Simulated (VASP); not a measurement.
# InGaO2 (R-3m) in VASP: relaxation of cell and atoms with PBE

Aim: the relaxation of cell and atoms of InGaO2 with PBE.

All numbers are computed with VASP 6.6.1; they aren't measurements. Logs are shortened: lines on timing, memory, paths and dates and some standing lists are left out, and cuts for length are marked.

### Step 1. Starting point

The structure is trigonal, space group R-3m (No. 166). Conventional cell: a = 3.046 Å, b = 3.046 Å, c = 19.950 Å, α = 90.00°, β = 90.00°, γ = 120.00°. In (site symmetry -3m) is surrounded by 2 O at 2.30 Å. Ga (site symmetry -3m) is surrounded by 6 O at 2.04 Å. O (site symmetry 3m) is surrounded by 3 Ga at 2.04 Å and 1 In at 2.30 Å.

The cell was built by a generator and needn't be a form met in nature.

### Step 2. Relaxation of cell and atoms, PBE

INCAR reads:

```
SYSTEM = InGaO2
PREC = Accurate
ENCUT = 520
EDIFF = 1E-6
ISMEAR = 0
SIGMA = 0.1
LREAL = .FALSE.
LASPH = .TRUE.
NELM = 120
ALGO = Normal
ISIF = 3
LWAVE = .FALSE.
LCHARG = .FALSE.
GGA = PE
IBRION = 2
NSW = 90
EDIFFG = -0.01
KPAR = 4
```

KPOINTS reads:

```
Automatic mesh
0
G
  14 14 14
  0 0 0
```

POSCAR reads:

```
InGaO2
1.0
    1.5230187500      0.8793152900      6.6500000100
   -1.5230187500      0.8793152900      6.6500000100
    0.0000000000     -1.7586305800      6.6500000100
In Ga O
1 1 2
Direct
    0.0000000000      0.0000000000      0.0000000000
    0.5000000000      0.5000000000      0.5000000000
    0.1152381000      0.1152381000      0.1152381000
    0.8847619000      0.8847619000      0.8847619000
```

Potentials or basis: VASP PAW PBE potentials, release 64 (In_d, Ga_d, O).

On the command line:

```bash
$ cat potpaw_PBE.64/In_d/POTCAR potpaw_PBE.64/Ga_d/POTCAR potpaw_PBE.64/O/POTCAR > POTCAR
$ mpirun -np 4 vasp_std > vasp.out
```

OUTCAR:

```text
SYSTEM = InGaO2
   PREC = Accurate
   ENCUT = 520
   EDIFF = 1E-6
   ISMEAR = 0
   LREAL = .FALSE.
   LASPH = .TRUE.
   NELM = 120
   ISIF = 3
   GGA = PE
   IBRION = 2
   NSW = 90
   EDIFFG = -0.01

 ion  position               nearest neighbor table
   1  0.000  0.000  0.000-   3 2.30   4 2.30
   2  0.500  0.500  0.500-   3 2.04   3 2.04   4 2.04   4 2.04   3 2.04   4 2.04
   3  0.115  0.115  0.115-   2 2.04   2 2.04   2 2.04   1 2.30
   4  0.885  0.885  0.885-   2 2.04   2 2.04   2 2.04   1 2.30

  LATTYP: Found a trigonal (rhomboedric) cell.
 ALAT       =     6.8786104429
 COS(alpha) =     0.9019519254

  Lattice vectors:

 A1 = (   1.5230187500,   0.8793152900,   6.6500000100)
 A2 = (  -1.5230187500,   0.8793152900,   6.6500000100)
 A3 = (   0.0000000000,  -1.7586305800,   6.6500000100)

Analysis of symmetry for initial positions (statically):
=====================================================================
 Subroutine PRICEL returns:
 Original cell was already a primitive cell.

 Routine SETGRP: Setting up the symmetry group for a
 trigonal (rhombohedral) supercell.

 Subroutine GETGRP returns: Found 12 space group operations
 (whereof 12 operations were pure point group operations)
 out of a pool of 12 trial point group operations.

The static configuration has the point symmetry D_3d.

Analysis of symmetry for dynamics (positions and initial velocities):
=====================================================================
 Subroutine PRICEL returns:
 Original cell was already a primitive cell.

 Routine SETGRP: Setting up the symmetry group for a
 trigonal (rhombohedral) supercell.

 Subroutine GETGRP returns: Found 12 space group operations
 (whereof 12 operations were pure point group operations)
 out of a pool of 12 trial point group operations.

The dynamic configuration has the point symmetry D_3d.

 Subroutine INISYM returns: Found 12 space group operations
 (whereof 12 operations are pure point group operations),
 and found     1 'primitive' translations

----------------------------------------------------------------------------------------

                                     Primitive cell

  volume of cell :      53.4346

  direct lattice vectors                    reciprocal lattice vectors
[... 93 lines left out ...]
   EDIFFG = -.1E-01   stopping-criterion for IOM
   NSW    =     90    number of steps for IOM
   IBRION =      2    ionic relax: 0-MD 1-quasi-New 2-CG
   NFREE  =      1    steps in history (QN), initial steepest desc. (CG)
   ISIF   =      3    stress and relaxation
   ISYM   =      2    0-nonsym 1-usesym 2-fastsym
   POTIM  = 0.5000    time-step for ionic-motion
   TEBEG  =    0.0;   TEEND  =   0.0 temperature during run
   PSTRESS=    0.0 pullay stress
   NELECT =      38.0000    total number of electrons
   NUPDOWN=      -1.0000    fix difference up-down
   EMIN   =  10.00;   EMAX   =-10.00  energy-range for DOS
   EFERMI =   0.00;   METHOD = LEGACY
   ISMEAR =     0;   SIGMA  =   0.10  broadening in eV -4-tet -1-fermi 0-gaus
   EFERMI_NEDOS =   21; number of points for ismear=-14 and -15
   IALGO  =     38    algorithm
   IMIX   =      4    mixing-type and parameters
     AMIX     =   0.40;   BMIX     =  1.00
     AMIX_MAG =   1.60;   BMIX_MAG =  1.00
  volume/ion in A,a.u.               =      13.36        90.15
  Fermi-wavevector in a.u.,A,eV,Ry     =   1.461263  2.761387 29.052385  2.135290
  Thomas-Fermi vector in A             =   2.577615
   LORBIT       =      0    0 simple, 1 ext, 2 COOP (PROOUT), +10 PAW based schemes
   GGA     = PE    functional components
   LHFCALC =     F    Hartree Fock is set to
   AEXX    =    0.0000 exact exchange contribution
   IVDW    =     0    specifies the selected vdW correction
   LEPSILON=     F    determine dielectric tensor
   LRPA    =     F    only Hartree local field effects (RPA)
 conjugate gradient relaxation of ions
 non-spin polarized calculation
 Gauss-broadening in eV      SIGMA  =   0.10
  energy-cutoff  :      520.00
  volume of cell :       53.43
 maximum number of plane-waves:      1464
 NGX is ok and might be reduce to    54
   NGX = 25   NGY = 25   NGZ = 25

--------------------------------------- Ionic step        1  -------------------------------------------

 number of electron      37.9999998 magnetization

 Free energy of the ion-electron system (eV)
  ---------------------------------------------------
  ext. energy  EPLUGINS =         0.00000000
  ---------------------------------------------------
  free energy    TOTEN  =       -21.01758160 eV

  energy without entropy =      -21.01657081  energy(sigma->0) =      -21.01707620

------------------------ aborting loop because EDIFF is reached ----------------------------------------

  FORCE on cell =-STRESS in cart. coord.  units (eV):
  Direction    XX          YY          ZZ          XY          YZ          ZX
  --------------------------------------------------------------------------------------
  -------------------------------------------------------------------------------------
  Total       -0.3074466     -0.3074466     -0.5651766      0.0000000      0.0000000     -0.0000000
  in kB       -9.2184421     -9.2184422    -16.9461876      0.0000000      0.0000000     -0.0000000
  external PRESSURE =     -11.7943573 kB  Pullay stress =       0.0000000 kB
[... 139 lines left out ...]
--------------------------------------- Ionic step        5  -------------------------------------------

 number of electron      37.9999996 magnetization

 Free energy of the ion-electron system (eV)
  ---------------------------------------------------
  ext. energy  EPLUGINS =         0.00000000
  ---------------------------------------------------
  free energy    TOTEN  =       -21.01950335 eV

  energy without entropy =      -21.01860212  energy(sigma->0) =      -21.01905273

 E-fermi :   6.8787     XC(G=0): -11.2662

 val. band max:        6.8669609823   @ k =  -0.3571   0.3571   0.0000
 cond. band min:       6.9095792368   @ k =  -0.3571   0.1429   0.1429
 fundamental gap:      0.0426182545
 Fermi energy:         6.8787027452

 k-point     1 :       0.0000    0.0000    0.0000
  band No.  band energies     occupation
      1     -13.2535      2.00000
      2     -11.4989      2.00000
      3      -8.0118      2.00000
      4      -7.9268      2.00000
      5      -7.9268      2.00000
      6      -7.5921      2.00000
[... 613 lines left out ...]
     22      14.0626      0.00000
     23      14.1670      0.00000

 [... further k-points ...]
[... 5 lines left out ...]
  --------------------------------------------------------------------------------------
  -------------------------------------------------------------------------------------
  Total       -0.0228946     -0.0228946     -0.0099452      0.0000000      0.0000000      0.0000000
  in kB       -0.6924479     -0.6924479     -0.3007944      0.0000000      0.0000000      0.0000000
  external PRESSURE =      -0.5618967 kB  Pullay stress =       0.0000000 kB
[... 19 lines left out ...]
  FREE ENERGIE OF THE ION-ELECTRON SYSTEM (eV)
  ---------------------------------------------------
  free  energy   TOTEN  =       -21.0195033469 eV

  energy  without entropy=      -21.0186021156  energy(sigma->0) =      -21.01905273

 reached required accuracy - stopping structural energy minimisation
```

OSZICAR:

```text
N       E                     dE             d eps       ncg     rms          rms(c)
DAV:   1     0.368591029421E+03    0.36859E+03   -0.19409E+04 13644   0.268E+03
DAV:   2     0.225657738013E+02   -0.34603E+03   -0.33662E+03 14829   0.547E+02
[... 38 lines left out ...]
       N       E                     dE             d eps       ncg     rms          rms(c)
DAV:   1    -0.210195022964E+02   -0.59766E-04   -0.29311E-02 13300   0.119E+00    0.590E-02
DAV:   2    -0.210195264661E+02   -0.24170E-04   -0.99026E-04 16694   0.411E-01    0.286E-02
DAV:   3    -0.210195073648E+02    0.19101E-04   -0.50308E-05 18910   0.103E-01    0.151E-02
DAV:   4    -0.210195028312E+02    0.45336E-05   -0.19628E-05 20047   0.604E-02    0.361E-03
DAV:   5    -0.210195033469E+02   -0.51575E-06   -0.55723E-06 14165   0.260E-02
   5 F= -.21019503E+02 E0= -.21019053E+02  d E =-.612664E-04
```

CONTCAR:

```text
InGaO2
   1.00000000000000
     1.5198175218294323    0.8774670600243031    6.6203748934442093
    -1.5198175218294323    0.8774670600243031    6.6203748934442093
     0.0000000000000000   -1.7549341200486062    6.6203748934442093
  In              Ga              O
     1     1     2
Direct
     1.0000000000000000    1.0000000000000000    1.0000000000000000
     0.5000000000000000    0.5000000000000000    0.5000000000000000
     0.1151763690931022    0.1151763690931022    0.1151763690931022
     0.8848236309068978    0.8848236309068978    0.8848236309068978

  0.00000000E+00  0.00000000E+00  0.00000000E+00
  0.00000000E+00  0.00000000E+00  0.00000000E+00
  0.00000000E+00  0.00000000E+00  0.00000000E+00
  0.00000000E+00  0.00000000E+00  0.00000000E+00
```

Wall time 17 min (4 MPI ranks of Intel Xeon Platinum 8559C (Emerald Rapids), shared host); peak memory 0.73 GiB.

What came out:

```yaml
Free_energy: -21.0195 eV
Relaxed_volume: 13.24 Å³/atom
Relaxed_cell: a = 6.849 Å, b = 6.849 Å, c = 6.849 Å, α = 25.64°, β = 25.64°, γ = 25.64°
Space_group_after_relaxing_to_0.05_Å: R-3m (No. 166)
Energy_gained_by_relaxing: 0.5 meV/atom
Ionic_steps: 5
Pressure_after_relaxing: -0.1 GPa
Band_gap_on_the_k_mesh: none (metal or under the smearing width)
```

The path:
```tsv
step	energy change (eV)	largest force (eV/Å)	pressure (GPa)	volume (Å³)
1	0.0000	0.0102	-1.18	53.43
2	-0.0011	0.0639	0.84	52.68
3	-0.0019	0.0351	0.03	52.97
4	-0.0019	0.0340	-0.04	52.98
5	-0.0019	0.0014	-0.06	52.97
```

Final structure:
```xyz
4
Lattice="1.5198 0.8775 6.6204 -1.5198 0.8775 6.6204 0.0000 -1.7549 6.6204" Properties=species:S:1:pos:R:3 pbc="T T T"
In    0.0000    0.0000   19.8611
Ga    0.0000    0.0000    9.9306
O     0.0000    0.0000    2.2875
O     0.0000    0.0000   17.5736
```
